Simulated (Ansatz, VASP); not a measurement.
**LaS: VASP beside Ansatz**

INCAR

```
SYSTEM = LaS
PREC = Accurate
ENCUT = 520
EDIFF = 1E-6
ISMEAR = 1
SIGMA = 0.15
LREAL = .FALSE.
LASPH = .TRUE.
NELM = 60
ALGO = Normal
ISIF = 2
LWAVE = .FALSE.
LCHARG = .FALSE.
NBANDS = 16
```

File KPOINTS:

```
Automatic mesh
0
G
  8 8 8
  0 0 0
```

Contents of POSCAR:

```
LaS
1.0
    0.0000000000      2.8874410966      2.8874410966
    2.8874410966      0.0000000000      2.8874410966
    2.8874410966      2.8874410966      0.0000000000
La S
1 1
Direct
    0.0000000000      0.0000000000      0.0000000000
    0.5000000000      0.5000000000      0.5000000000
```

Input for Ansatz:

```yaml
crystal:
  lattice:
    - [0.0, 2.887441096626114, 2.887441096626114]
    - [2.887441096626114, 0.0, 2.887441096626114]
    - [2.887441096626114, 2.887441096626114, 0.0]
  atoms:
    - { symbol: La, position: [0.0, 0.0, 0.0] }
    - { symbol: S, position: [0.5, 0.5, 0.5] }
basis:
  ecutwfc: 500.0
kpoints:
  mp_grid:
    grid: [8, 8, 8]
hamiltonian:
  xc: lda
scf:
  convergence:
    dr2_threshold: 1.0e-07
  occupations:
    method: cold
    width: 0.15
output:
  stress: true
```

Alike in both runs: task single point; functional LDA; k mesh 8 × 8 × 8; no spin polarisation.

```csv
,VASP,Ansatz
version,VASP 6.6.1,Ansatz 0.2.0
potentials or method,"VASP PAW LDA potentials, release 64 (La, S)","plane waves, PAW"
plane-wave cutoff (eV),520,500
occupations,"methfessel-paxton of order 1, width 0.15 eV","cold, width 0.15 eV"
valence electrons in the cell,17,17
```

```tsv
	VASP	Ansatz	Ansatz less VASP
pressure (GPa)	-0.4	-0.3	+0.04
```

Ansatz warned: «stress_scf_threshold_loose».

Spin-orbit coupling is left out, which matters for the levels of La.
